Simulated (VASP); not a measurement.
```yaml
crystal:
  lattice:
    - [2.67745, 0.00000, 0.00000]
    - [-1.33873, 2.31874, 0.00000]
    - [0.00000, 0.00000, 4.86525]
  atoms:
    - { symbol: Zn, position: [0.66667, 0.33333, 0.75000] }
    - { symbol: Zn, position: [0.33333, 0.66667, 0.25000] }
```

Computed with PBE GGA, VASP's PBE PAW potentials (set 64) (plane waves; VASP). Settings: PREC = Normal, EDIFF = 1E-5, 400 eV cut-off, 17×17×9 Γ-centred mesh, first-order Methfessel-Paxton smearing of 0.10 eV, potentials Zn.

Question: Predict the energy per atom (σ→0), band gap (on the k-mesh) with the smallest direct gap where there is one.

Answer: 
The band gap (on the k-mesh) comes out as none (metal, semimetal or under 0.01 eV). The energy per atom (σ→0) comes out as -1.102 eV/atom.

Only differences to runs with the same potentials and settings are physical.

The compound is Zn in the hcp structure. It was relaxed first.
